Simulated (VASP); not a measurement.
# SiC (F-43m) in VASP: Born charges and dielectric tensor with LDA

Aim: the Born charges and dielectric tensor of SiC with LDA.

All numbers are computed with VASP 6.6.1; they aren't measurements. Logs are shortened: lines on timing, memory, paths and dates and some standing lists are left out, and cuts for length are marked.

**Experimental background.**

From “Insight into the structural, elastic and electronic properties of a new orthorhombic 6O-SiC polytype”, 2020, pmc:7200658, for a bulk crystal of SiC: band gap 2.4 eV (indirect).

From “Infrared properties of SiC particles”, 1999, arxiv:astro-ph/9903031, for a bulk crystal of SiC: high-frequency dielectric constant 6.49.

The results are compared with them further down.

**1. Starting point**

The structure is cubic, space group F-43m (No. 216). The conventional cell has a = 4.331 Å, b = 4.331 Å, c = 4.331 Å, α = 90.00°, β = 90.00°, γ = 90.00°. Si (site symmetry -43m) is surrounded by 4 C at 1.88 Å. Around C (site symmetry -43m) lie 4 Si at 1.88 Å.

The cell is a database's computed one.

**2. Born charges and dielectric tensor, LDA**

Contents of INCAR:

```
SYSTEM = SiC
ALGO = Normal ; EDIFF = 1E-8
ENCUT = 600 ; IBRION = 8
ISIF = 2 ; ISMEAR = 0
LASPH = .True. ; LCHARG = .False.
LEPSILON = .True. ; LREAL = .False.
LWAVE = .False. ; NELM = 100
NSW = 1 ; PREC = Accurate
SIGMA = 0.02
```

Contents of KPOINTS:

```
k-points
0
Gamma
  10 10 10
  0 0 0
```

Contents of POSCAR:

```
SiC
1.0
    0.0000000000      2.1652800000      2.1652800000
    2.1652800000      0.0000000000      2.1652800000
    2.1652800000      2.1652800000      0.0000000000
Si C
1 1
Direct
    0.7500000000      0.7500000000      0.7500000000
    0.0000000000      0.0000000000      0.0000000000
```

Potentials or basis: VASP PAW LDA potentials, release 64 (Si, C).

Launch:

```
cat potpaw_LDA.64/Si/POTCAR potpaw_LDA.64/C/POTCAR > POTCAR
mpirun -np 1 vasp_std > vasp.out
```

OUTCAR:

```text
SYSTEM = SiC
   EDIFF = 1E-8
   ENCUT = 600
   IBRION = 8
   ISIF = 2
   ISMEAR = 0
   LASPH = .True.
   LEPSILON = .True.
   LREAL = .False.
   NELM = 100
   NSW = 1
   PREC = Accurate

 ion  position               nearest neighbor table
   1  0.750  0.750  0.750-   2 1.88   2 1.88   2 1.88   2 1.88
   2  0.000  0.000  0.000-   1 1.88   1 1.88   1 1.88   1 1.88

  LATTYP: Found a face centered cubic cell.
 ALAT       =     4.3305600000

  Lattice vectors:

 A1 = (   0.0000000000,   2.1652800000,   2.1652800000)
 A2 = (   2.1652800000,   0.0000000000,   2.1652800000)
 A3 = (   2.1652800000,   2.1652800000,   0.0000000000)

Analysis of symmetry for initial positions (statically):
=====================================================================
 Subroutine PRICEL returns:
 Original cell was already a primitive cell.

 Routine SETGRP: Setting up the symmetry group for a
 face centered cubic supercell.

 Subroutine GETGRP returns: Found 24 space group operations
 (whereof 24 operations were pure point group operations)
 out of a pool of 48 trial point group operations.

The static configuration has the point symmetry T_d .

Analysis of symmetry for dynamics (positions and initial velocities):
=====================================================================
 Subroutine PRICEL returns:
 Original cell was already a primitive cell.

 Routine SETGRP: Setting up the symmetry group for a
 face centered cubic supercell.

 Subroutine GETGRP returns: Found 24 space group operations
 (whereof 24 operations were pure point group operations)
 out of a pool of 48 trial point group operations.

The dynamic configuration has the point symmetry T_d .

 Subroutine INISYM returns: Found 24 space group operations
 (whereof 24 operations are pure point group operations),
 and found     1 'primitive' translations

[... 496 lines left out ...]
    -0.00831  0.00000  0.00000
     0.00000  0.00354 -8.63349
     0.00000 -8.63349  0.00354

 MACROSCOPIC STATIC DIELECTRIC TENSOR (including local field effects in DFT)
 ------------------------------------------------------
           6.972604    -0.000000     0.000000
           0.000000     6.972604     0.000000
          -0.000000     0.000000     6.972604
 ------------------------------------------------------

 PIEZOELECTRIC TENSOR (including local field effects)  for field in x, y, z        (e  Angst)
          XX          YY          ZZ          XY          YZ          ZX
  --------------------------------------------------------------------------------
  x     0.00000     0.00000    -0.00000     0.00000    -1.24890     0.00000
  y    -0.00000    -0.00000    -0.00000     0.00000     0.00000    -1.24890
  z     0.00000     0.00000     0.00000    -1.24890     0.00000     0.00000

 PIEZOELECTRIC TENSOR (including local field effects)  for field in x, y, z        (C/m^2)
          XX          YY          ZZ          XY          YZ          ZX
  --------------------------------------------------------------------------------
  x     0.00000     0.00000    -0.00000     0.00000    -0.98552     0.00000
  y    -0.00000    -0.00000    -0.00000     0.00000     0.00000    -0.98552
  z     0.00000     0.00000     0.00000    -0.98552     0.00000     0.00000

 BORN EFFECTIVE CHARGES (including local field effects) (in |e|, cummulative output)
 ---------------------------------------------------------------------------------
 ion    1
    1     2.71479    -0.00000     0.00000
    2    -0.00000     2.71479    -0.00000
    3    -0.00000    -0.00000     2.71479
 ion    2
    1    -2.71479     0.00000    -0.00000
    2     0.00000    -2.71479     0.00000
    3     0.00000     0.00000    -2.71479

 INTERNAL STRAIN TENSOR FOR ION    2 for displacements in x,y,z  (eV/Angst):
          X           Y           Z          XY          YZ          ZX
  --------------------------------------------------------------------------------
  x    -0.00000     0.00000     0.00000     0.00000    -8.63349     0.00000
  y     0.00000     0.00000     0.00000     0.00000     0.00000    -8.63349
  z     0.00000     0.00000    -0.00000    -8.63349     0.00000     0.00000

 SECOND DERIVATIVES (NOT SYMMETRIZED)
 ------------------------------------
               1X          1Y          1Z          2X          2Y          2Z
  1X   -19.641559    0.000000    0.000000   19.641559    0.000000    0.000000
  1Y     0.000000  -19.641559    0.000000    0.000000   19.641559    0.000000
  1Z     0.000000    0.000000  -19.641559    0.000000    0.000000   19.641559
  2X    19.641684    0.000000    0.000000  -19.641684    0.000000    0.000000
  2Y     0.000000   19.641684    0.000000    0.000000  -19.641684    0.000000
  2Z     0.000000    0.000000   19.641684    0.000000    0.000000  -19.641684

 Eigenvectors and eigenvalues of the dynamical matrix
 ----------------------------------------------------

   1 f  =   23.887099 THz   150.087067 2PiTHz  796.787844 cm-1    98.789058 meV
             X         Y         Z           dx          dy          dz
      3.247920  3.247920  3.247920    -0.547316    0.000000   -0.000000
      0.000000  0.000000  0.000000     0.836926   -0.000000   -0.000000
[... 21 lines left out ...]
   6 f/i=    0.000035 THz     0.000219 2PiTHz    0.001164 cm-1     0.000144 meV
             X         Y         Z           dx          dy          dz
      3.247920  3.247920  3.247920     0.003901    0.030007   -0.836379
      0.000000  0.000000  0.000000     0.002551    0.019624   -0.546958

--------------------------------------------------------------------------------------------------------

 MACROSCOPIC STATIC DIELECTRIC TENSOR IONIC CONTRIBUTION
 ------------------------------------------------------
           3.344171    -0.000000    -0.000000
          -0.000000     3.344171    -0.000000
          -0.000000    -0.000000     3.344171
 ------------------------------------------------------

 ELASTIC MODULI CONTR FROM IONIC RELAXATION (kBar)
 Direction    XX          YY          ZZ          XY          YZ          ZX
 --------------------------------------------------------------------------------
 XX          -0.0000      0.0000      0.0000      0.0000     -0.0000      0.0000
 YY           0.0000     -0.0000      0.0000      0.0000      0.0000      0.0000
 ZZ           0.0000      0.0000     -0.0000     -0.0000      0.0000      0.0000
 XY           0.0000      0.0000     -0.0000   -274.1308      0.0000      0.0000
 YZ          -0.0000      0.0000      0.0000      0.0000   -274.1308      0.0000
 ZX           0.0000      0.0000      0.0000      0.0000      0.0000   -274.1308
 --------------------------------------------------------------------------------

 PIEZOELECTRIC TENSOR IONIC CONTR  for field in x, y, z        (C/m^2)
          XX          YY          ZZ          XY          YZ          ZX
  --------------------------------------------------------------------------------
  x     0.00000     0.00000     0.00000     0.00000     0.90094    -0.00000
  y    -0.00000    -0.00000    -0.00000    -0.00000    -0.00000     0.90094
  z    -0.00000     0.00000     0.00000     0.90094    -0.00000    -0.00000
```

Run time: 1.9 min. Hardware: 1 thread of AMD EPYC 9R45 (Zen 5), shared host; peak memory 0.17 GiB.

Results:

```
Band gap on the k mesh                                  : 1.29 eV, indirect (least direct gap 4.52 eV)
Electronic dielectric tensor (diagonal)                 : 6.97
Born charges (mean of the diagonal)                     : Si +2.71; C -2.71 e
Highest phonon frequency at Γ, LO-TO splitting left out : 797 cm⁻¹
```

Levels at points of the mesh, in eV from the valence-band top:
| k point | band 1 | band 2 | band 3 | band 4 | band 5 | band 6 | band 7 | band 8 |
| --- | --- | --- | --- | --- | --- | --- | --- | --- |
| (0.00, 0.00, 0.00) | -15.46 | 0.00 | 0.00 | 0.00 | 6.52 | 7.32 | 7.32 | 7.32 |
| (0.50, 0.00, 0.00) | -11.77 | -8.66 | -1.06 | -1.06 | 5.56 | 7.21 | 7.21 | 10.02 |
| (0.50, 0.50, 0.00) | -10.27 | -7.87 | -3.23 | -3.23 | 1.29 | 4.26 | 14.05 | 14.05 |

Phonon frequencies in cm⁻¹ (negative: imaginary):
```
              q point        frequencies
(0.000, 0.000, 0.000)  0 0 0 797 797 797
```

Electronic dielectric tensor:
```
6.97 0.00 0.00
0.00 6.97 0.00
0.00 0.00 6.97
```

Born effective charge tensors (e):
atom 1, Si
```
2.71 0.00 0.00
0.00 2.71 0.00
0.00 0.00 2.71
```
atom 2, C
```
-2.71  0.00  0.00
 0.00 -2.71  0.00
 0.00  0.00 -2.71
```

**3. How close it comes**

Step 2. Measured gap of SiC: 2.4 eV (indirect; quoted in “Insight into the structural, elastic and electronic properties of a new orthorhombic 6O-SiC polytype”, 2020, pmc:7200658). This calculation gives 1.29 eV (-1.11 eV). The value is that of LDA on a finite k mesh, which can miss the band edges, without temperature or zero-point motion. Semilocal functionals fall short of measured gaps as a rule. The cell is a database's relaxed one, not the measured one, which moves gaps too. Measured high-frequency dielectric constant of SiC: 6.49 (quoted in “Infrared properties of SiC particles”, 1999, arxiv:astro-ph/9903031). This calculation gives 6.97 (+7.4 %).
